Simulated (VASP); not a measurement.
Given:

```
CELL_PARAMETERS angstrom
      2.99150     0.00000     0.00000
      0.00000     2.99150     0.00000
      0.00000     0.00000     2.99150
ATOMIC_POSITIONS crystal
  Al 0.50000 0.50000 0.50000
  Ru 0.00000 0.00000 0.00000
```

Level of theory: PBE GGA, VASP's PBE PAW potentials (set 64) (plane waves; VASP 6.6.1). Run with 300 eV cut-off, 9×9×9 Γ-centred mesh, Gaussian smearing of 0.27 eV, potentials Al Ru_pv.

Question: Give the energies of bands 4 to 11 at the high-symmetry points, in eV from the Fermi level.

Answer: 
| band | Γ | X | M | R |
|---|---|---|---|---|
| 4 | -9.64 | -5.80 | -6.00 | -4.60 |
| 5 | -3.52 | -5.45 | -3.02 | -4.60 |
| 6 | -3.52 | -2.73 | -1.32 | -4.60 |
| 7 | 0.21 | -1.57 | -1.32 | 1.67 |
| 8 | 0.21 | -1.57 | -1.13 | 1.67 |
| 9 | 0.21 | 0.46 | -1.13 | 2.61 |
| 10 | 6.12 | 2.33 | 1.57 | 4.18 |
| 11 | 6.12 | 7.50 | 5.35 | 4.18 |

It has no gap at this level: it comes out as a metal or semimetal.

The structure is a typed RuAl crystal. The cell was not relaxed at this level. The electron count is odd and the run is not spin-polarised, which forces a metal.
